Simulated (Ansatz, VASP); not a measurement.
# Cross-check of BPtW (BPtW in the AlB2 type) between VASP and Ansatz, part 2 of 2

One calculation is typed for both programs; each brings its own data sets. How far apart do they land? The cell is generated by rule, not measured, and may not be a known phase. Of the first pair: The two relaxations start from unlike cells of this crystal (the structure described is Ansatz's start), so only their ends are compared.

VASP 6.6.1 and Ansatz 0.2.0.

So far: Starting point; Ansatz: relaxation of cell and atoms, PBE, pair 1; VASP: relaxation of cell and atoms, PBE, pair 1; Comparison.

**5. VASP: relaxation of cell and atoms, PBE, pair 2**

Level of this step: PBE; plane waves and PAW (W, B, Pt); invented cell (VASP).

The relaxed volume is the usual yardstick between codes: in a stiff, nearly cubic crystal its relative difference is about their pressure difference at one cell divided by the bulk modulus. Its start cell is another than that of the pair before, and may be another structure of the material.

INCAR

```
SYSTEM = BPtW
PREC = Accurate
ENCUT = 600
EDIFF = 1E-07
NELM = 120
ISMEAR = 1
SIGMA = 0.2
LREAL = .FALSE.
ALGO = Normal
GGA = PE
NBANDS = 15
LASPH = .TRUE.
LORBIT = 11
LWAVE = .FALSE.
LCHARG = .FALSE.
ISIF = 3
IBRION = 2
NSW = 80
EDIFFG = -0.005
GGA_COMPAT = .FALSE.
NELMIN = 4
KPAR = 2
```

POSCAR

```
BPtW
1.0
    3.8146370000      0.0000030000      0.0000000000
   -1.9073210000      3.3035710000      0.0000000000
    0.0000000000      0.0000000000      3.1028220000
W B Pt
1 1 1
Direct
    0.0000000000      0.0000000000      0.0000000000
    0.3333333333      0.6666666667      0.5000000000
    0.6666666667      0.3333333333      0.5000000000
```

KPOINTS

```
Automatic mesh
0
Gamma
9 9 10
0 0 0
```

The projector-augmented-wave data sets are W, B and Pt (PBE family, release 64).

The run is started by

```
> mpirun -np 2 vasp_std
```

Numbers of over 12 decimals in the logs are rounded to 6 here.

Output:

```text
[... set-up lines as in an earlier step ...]
 entering main loop
       N       E                     dE             d eps       ncg     rms          rms(c)
DAV:   1     0.893535158933E+02    0.89354E+02   -0.96093E+03  2160   0.127E+03
DAV:   2    -0.238506892599E+02   -0.11320E+03   -0.10811E+03  2664   0.283E+02
DAV:   3    -0.278352483396E+02   -0.39846E+01   -0.38484E+01  2833   0.478E+01
DAV:   4    -0.278783619668E+02   -0.43114E-01   -0.43097E-01  2363   0.555E+00
[...]
DAV:  13    -0.251156824169E+02   -0.60708E-07   -0.15550E-06  2678   0.120E-02    0.477E-03
DAV:  14    -0.251156822531E+02    0.16372E-06   -0.80432E-08  1381   0.250E-03    0.178E-03
DAV:  15    -0.251156822832E+02   -0.30013E-07   -0.98976E-09  1122   0.814E-04
   1 F= -.25115682E+02 E0= -.25114304E+02  d E =-.251157E+02
[... from here on, the cycles between the ionic steps are left out ...]
   2 F= -.25110123E+02 E0= -.25108819E+02  d E =0.555933E-02
   3 F= -.25116869E+02 E0= -.25115512E+02  d E =-.118717E-02
   4 F= -.25116869E+02 E0= -.25115511E+02  d E =-.118658E-02
   5 F= -.25116939E+02 E0= -.25115613E+02  d E =-.697233E-04
   6 F= -.25117019E+02 E0= -.25115783E+02  d E =-.149640E-03
[...]
reached required accuracy - stopping structural energy minimisation
```

From OUTCAR (step 5):

```text
  Total       -0.0043210     -0.0043210     -0.0033630     -0.0000000     -0.0000000      0.0000000
  in kB       -0.1781513     -0.1781512     -0.1386524     -0.0000000     -0.0000000      0.0000000
  external PRESSURE =      -0.1649850 kB  Pullay stress =       0.0000000 kB

 POSITION                                       TOTAL-FORCE (eV/Angst)
 -----------------------------------------------------------------------------------
      0.00000      0.00000      0.00000        -0.000000      0.000000     -0.000000
     -0.00000      2.20150      1.54307         0.000000     -0.000000      0.000000
      1.90656      1.10075      1.54307        -0.000000     -0.000000     -0.000000
 -----------------------------------------------------------------------------------
    total drift:                               -0.000001     -0.000001      0.000000

  FREE ENERGIE OF THE ION-ELECTRON SYSTEM (eV)
  ---------------------------------------------------
  free  energy   TOTEN  =       -25.1170185044 eV

  energy  without entropy=      -25.1133132041  energy(sigma->0) =      -25.11578340

[... 1 part as in an earlier step ...]

[... 3 further parts left out ...]
[key lines of the parts left out:]
E-fermi :   9.3319
```

**6. Ansatz: relaxation of cell and atoms, PBE, pair 2**

The same cell, functional, mesh and smearing now go to Ansatz, which takes its cutoff from its data sets.

The cell is taken from a series of runs on this material, whose earlier steps may have relaxed, scaled, displaced or heated it; both programs get it as it stands.

input.yaml

```yaml
crystal:
  lattice:
    - [3.8146366431, 3.1778e-06, 0.0]
    - [-1.9073210736, 3.3035706502, 0.0]
    - [0.0, 0.0, 3.1028223726]
  atoms:
    - { symbol: W, position: [0.0, 0.0, 0.0] }
    - { symbol: B, position: [0.3333333333, 0.6666666667, 0.5] }
    - { symbol: Pt, position: [0.6666666667, 0.3333333333, 0.5] }
kpoints:
  mp_grid: { grid: [9, 9, 10] }
hamiltonian:
  xc: pbe
  pseudopotentials: { kind: paw, azcp: { folder: soft_1 } }
scf:
  occupations: { method: methfessel_paxton, width: 0.2 }
output:
  forces: true
  stress: true
  eigenvalues: true
relax:
  adjacent_minimum: "off"
  f_tol: 0.001
  max_steps: 60
  cell: { stress_tol: 0.01 }
```

The run is started by

```
> ansatz run input.yaml --threads 4 --pin off --max-ram 12288MiB --backend cpu --events-out ev --progress --plain --runs-dir out
```

Output:

```text
[...]
Crystal: 3 atoms, lattice volume = 39.102 Å³
Basis set: ecut = 420 eV, 755 PW (Γ), exchange–correlation on 54×54×48 points (8 copies of the dense FFT grid, shifted against one another)
Bands: 22, of which v1, the nominal top of the filled ones, is band 18 counted from 1 (17 counted from 0)
Symmetry: 12 space group operations
[...]
k-points: 72 of 810 (time reversal used)
[...]
--- Relaxed structure (4 steps of the walk, 4 accepted, 1 SCFs on fresh bases) ---
[...]
cell:  # Å, volume = 39.1060 Å³
    - [3.813392, 3.1767596874378705e-6, 0]
    - [-1.906699, 3.302492, 0]
    - [0, 0, 3.105200]
  atoms:
    - { symbol: W, position: [0, 0, 0] }
    - { symbol: B, position: [0.333333, 0.666667, 0.500000] }
    - { symbol: Pt, position: [0.666667, 0.333333, 0.500000] }
[key lines of the parts left out:]
SCF converged after 5 iterations
Free energy (F): -23065.845597 eV
Fermi energy:    20.416660 eV
P = ⅓ Tr σ = -0.0001 GPa (-0.001 kbar)
```

**7. Comparison**

What differs besides the data sets and the points named for the pairs above, as far as they apply: the data sets hold 35 valence electrons in Ansatz (on its PAW soft_1 files) and 19 in VASP. Total energies have different zeros and are not compared.

Both answers:

```
                                         quantity  Ansatz   VASP  difference
                                      volume (Å³)   39.11  38.86     +0.63 %
edge a after relaxation, in the typed setting (Å)   3.813  3.813     +0.01 %
edge c after relaxation, in the typed setting (Å)   3.105  3.086     +0.62 %
```

**8. Ansatz: zone-centre phonons, PBE**

Second derivatives magnify differences that forces hide, and they need a tight electronic threshold.

The cell is taken from a series of runs on this material, whose earlier steps may have relaxed, scaled, displaced or heated it; both programs get it as it stands.

input.yaml

```yaml
crystal:
  lattice:
    - [3.8133916802, 3.1768e-06, 0.0]
    - [-1.9066985912, 3.3024924812, 0.0]
    - [0.0, 0.0, 3.1051995277]
  atoms:
    - { symbol: W, position: [0.0, 0.0, 0.0] }
    - { symbol: B, position: [0.3333333333, 0.6666666667, 0.5] }
    - { symbol: Pt, position: [0.6666666667, 0.3333333333, 0.5] }
kpoints:
  mp_grid: { grid: [6, 6, 6] }
hamiltonian:
  xc: pbe
  pseudopotentials: { kind: paw, azcp: { folder: soft_1 } }
scf:
  occupations: { method: methfessel_paxton, width: 0.2 }
output:
  eigenvalues: true
phonons:
  method: dfpt
  qmesh: [2, 2, 2]
  temperatures: { t_max: 1000, t_step: 50 }
  qpath:
    path:
      - [[0.0, 0.0, 0.0], [0.5, 0.0, 0.0], [0.33333333, 0.33333333, 0.0], [0.0, 0.0, 0.0], [0.0, 0.0, 0.5], [0.5, 0.0, 0.5], [0.33333333, 0.33333333, 0.5], [0.0, 0.0, 0.5]]
      - [[0.5, 0.0, 0.5], [0.5, 0.0, 0.0]]
      - [[0.33333333, 0.33333333, 0.5], [0.33333333, 0.33333333, 0.0]]
    npoints: 10
```

Output:

```text
[...]
Crystal: 3 atoms, lattice volume = 39.106 Å³
Basis set: ecut = 420 eV, 755 PW (Γ), exchange–correlation on 54×54×48 points (8 copies of the dense FFT grid, shifted against one another)
Bands: 22, of which v1, the nominal top of the filled ones, is band 18 counted from 1 (17 counted from 0)
Symmetry: 12 space group operations
k-points: 28 of 216 (time reversal used)
[...]
largest difference from the sums on the solved wave vectors: F 1.50e-1 eV, S 2.02e-4 and C_V 5.25e-5 eV/K
  zero-point energy: 0.112061 eV/cell   skipped modes (ω ≤ 0): 493, of them read as no rigid motion or as one in doubt: 490 (1.017e0 modes/cell left out, lowest -112.68 cm⁻¹)   left out of the sums: 1.13e-1 of the cell's modes: C_V's classical limit lies that fraction below 3 k_B per atom; for a crystal, a wire or a layer, F and S can be off by more, and a phonons.interpolated_qmesh denser along its periods is the remedy for the sampling
[key lines of the parts left out:]
SCF converged after 10 iterations
Free energy (F): -23065.848492 eV
Fermi energy:    20.447797 eV
```

**9. VASP: zone-centre phonons, PBE**

The same cell, functional, mesh and smearing now go to VASP, with its own data sets.

INCAR

```
SYSTEM = BPtW
PREC = Accurate
ENCUT = 600
EDIFF = 1E-08
NELM = 120
ISMEAR = 1
SIGMA = 0.2
LREAL = .FALSE.
ALGO = Normal
GGA = PE
NBANDS = 15
LASPH = .TRUE.
LORBIT = 11
LWAVE = .FALSE.
LCHARG = .FALSE.
ISIF = 2
IBRION = 8
GGA_COMPAT = .FALSE.
KPAR = 2
```

POSCAR

```
BPtW
1.0
    3.8133916802      0.0000031768      0.0000000000
   -1.9066985912      3.3024924812      0.0000000000
    0.0000000000      0.0000000000      3.1051995277
W B Pt
1 1 1
Direct
    0.0000000000      0.0000000000      0.0000000000
    0.3333333333      0.6666666667      0.5000000000
    0.6666666667      0.3333333333      0.5000000000
```

KPOINTS

```
Automatic mesh
0
Gamma
6 6 6
0 0 0
```

The run is started by

```
> mpirun -np 2 vasp_std
```

Output:

```text
[... set-up lines as in an earlier step ...]
 entering main loop
       N       E                     dE             d eps       ncg     rms          rms(c)
DAV:   1     0.891534469123E+02    0.89153E+02   -0.95664E+03   840   0.127E+03
DAV:   2    -0.245585395592E+02   -0.11371E+03   -0.10882E+03  1078   0.283E+02
DAV:   3    -0.278524952823E+02   -0.32940E+01   -0.32597E+01  1085   0.456E+01
DAV:   4    -0.278818234399E+02   -0.29328E-01   -0.29313E-01   973   0.485E+00
[...]
DAV:  14    -0.251187600332E+02    0.21126E-06   -0.85672E-08  1086   0.265E-03    0.171E-03
DAV:  15    -0.251187600681E+02   -0.34880E-07   -0.53082E-09   490   0.606E-04    0.212E-04
DAV:  16    -0.251187600626E+02    0.55229E-08   -0.70671E-10   490   0.261E-04
   1 F= -.25118760E+02 E0= -.25120544E+02  d E =0.535293E-02
 Linear response reoptimize wavefunctions to high precision
DAV:   1    -0.251187600634E+02   -0.80900E-09   -0.10379E-10   497   0.975E-05
DAV:   2    -0.251187600635E+02   -0.59117E-10   -0.12156E-11   490   0.315E-05
 Linear response DOF=           6
 Linear response progress:
[...]
RMM:  10    -0.249999168539E+00    0.89837E-06    0.14841E-07  4115   0.131E-04    0.239E-05
RMM:  11    -0.249999261274E+00   -0.92735E-07   -0.60339E-08  4152   0.340E-05    0.919E-06
RMM:  12    -0.249999256163E+00    0.51108E-08   -0.24848E-08  4101   0.134E-05    0.347E-06
 first order change of Fermi-energy   0.95755E-05
 force on displaced ion       3 direction 1 : -22.623   0.003   0.000
 Linear response progress:
  Degree of freedom:   6/  6
       N       E                     dE             d eps       ncg     rms          rms(c)
RMM:   1    -0.245504165785E+00   -0.24550E+00   -0.22012E-01  1909   0.357E+00
RMM:   2    -0.243417239665E+00    0.20869E-02   -0.55477E-03  1541   0.553E-01    0.201E-01
RMM:   3    -0.242736682131E+00    0.68056E-03   -0.99992E-04  1545   0.198E-01    0.108E-01
RMM:   4    -0.243109041688E+00   -0.37236E-03   -0.11144E-03  1620   0.185E-01    0.281E-02
[...]
RMM:  12    -0.243191990208E+00   -0.93606E-07   -0.57036E-08  1634   0.298E-05    0.360E-06
RMM:  13    -0.243192037381E+00   -0.47173E-07   -0.27268E-08  1724   0.859E-06    0.109E-06
RMM:  14    -0.243192046077E+00   -0.86952E-08   -0.22002E-09  1165   0.226E-06    0.575E-07
 first order change of Fermi-energy  -0.65619E-03
 force on displaced ion       3 direction 3 :  -0.000  -0.000  -9.451
 Linear response finished
```

From OUTCAR (step 9):

```text
  Total       -0.6066059     -0.6066059     -0.1325385     -0.0000000     -0.0000000      0.0000000
  in kB      -24.8527362    -24.8527362     -5.4301234     -0.0000000     -0.0000000      0.0000000
  external PRESSURE =     -18.3785319 kB  Pullay stress =       0.0000000 kB

 POSITION                                       TOTAL-FORCE (eV/Angst)
 -----------------------------------------------------------------------------------
      0.00000      0.00000      0.00000         0.000000     -0.000000      0.000000
     -0.00000      2.20166      1.55260        -0.000000      0.000000      0.000000
      1.90669      1.10083      1.55260         0.000000     -0.000000      0.000000
 -----------------------------------------------------------------------------------
    total drift:                                0.000000     -0.000000      0.000000

[... 1 part as in an earlier step ...]

[... 1 further part left out ...]
```

**10. Comparison**

What differs besides the data sets and the points named for the pairs above, as far as they apply: VASP's run holds the zone centre alone; the data sets hold 35 valence electrons in Ansatz (on its PAW soft_1 files) and 19 in VASP. Total energies have different zeros and are not compared.

The two programs side by side:

```
                                              quantity  Ansatz   VASP  difference
optical mode 1 (imaginary, printed as negative) (cm⁻¹)   -21.9  -18.2        -3.8
                                 optical mode 2 (cm⁻¹)   167.3  165.1     +1.29 %
                            optical mode 3 to 4 (cm⁻¹)   192.6  189.5     +1.63 %
                            optical mode 5 to 6 (cm⁻¹)   484.1  484.5     -0.07 %
```

Modes are paired by rising frequency, not by their patterns, so a pair may set unlike modes beside each other; they are those without the splitting of longitudinal modes.

**11. Outcome**

```yaml
difference_in_edge_c_after_relaxation_in_the_typed_setting_relaxation_of_cell_and_atoms_pbe_pair_1: 0.59 %
difference_in_volume_relaxation_of_cell_and_atoms_pbe_pair_2: 0.63 %
r_m_s_difference_of_the_optical_zone_centre_modes_each_program_s_sorted_by_frequency_zone_centre_phonons_pbe: 2.5 cm⁻¹
difference_in_optical_mode_3_to_4_zone_centre_phonons_pbe: +1.6 %
```

In words: The difference in volume is 0.63 % (relaxation of cell and atoms, PBE, pair 2), within the 1.2 % picked in this series as the mark of a large difference, as far as the stopping tolerances let one tell. The data sets hold unlike numbers of valence electrons (35 in Ansatz and 19 in VASP), so part of the differences may come from the potentials. Among the rows given in per cent, the largest difference of the zone-centre phonons, PBE pair is in optical mode 3 to 4, +1.6 %. 1 further pair of this series is not shown here. How closely two codes agree says nothing of how well the functional describes the real material.

[Lines on the potential files, build, host, timing and source positions are cut from VASP's logs without a mark.]

[Logs are printed without paths, hosts, clocks, repeated set-up lines and the standing remarks that a program may print on its own settings, such as how far it seeks lower states.]

[Hosts, paths, dates, database ids (printed as entryN), source tags and the programs' standing remarks are cut or masked in the printed files.]
